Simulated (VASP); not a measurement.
Input:

```
CELL_PARAMETERS angstrom
      0.00000     2.81305     2.81305
      2.81305     0.00000     2.81305
      2.81305     2.81305     0.00000
ATOMIC_POSITIONS crystal
  Mg 0.00000 0.00000 0.00000
  Te 0.50000 0.50000 0.50000
```

Computed with PBEsol GGA, VASP's PBE PAW potentials (set 64) (plane waves; VASP). Settings: 500 eV cut-off, 8×8×8 Γ-centred mesh, Gaussian smearing of 0.050 eV, potentials Mg Te.

Unless said otherwise, spin-orbit coupling is left out, though it shifts the bands of the heavy elements here.

Task: Estimate the energy per atom (σ→0), pressure, band gap (on the k-mesh) with the smallest direct gap where there is one.

Result: 
```yaml
band gap (on the k-mesh): 0.50 eV
smallest direct gap (on the k-mesh): 2.82 eV
energy per atom (σ→0): -3.355 eV/atom
pressure: 9.99 GPa
```

Only differences to runs with the same potentials and settings are physical.

The structure was generated: MgTe was put into the rock salt type (Fm-3m), which need not be its known phase. It was relaxed first under an external pressure of 10 GPa.
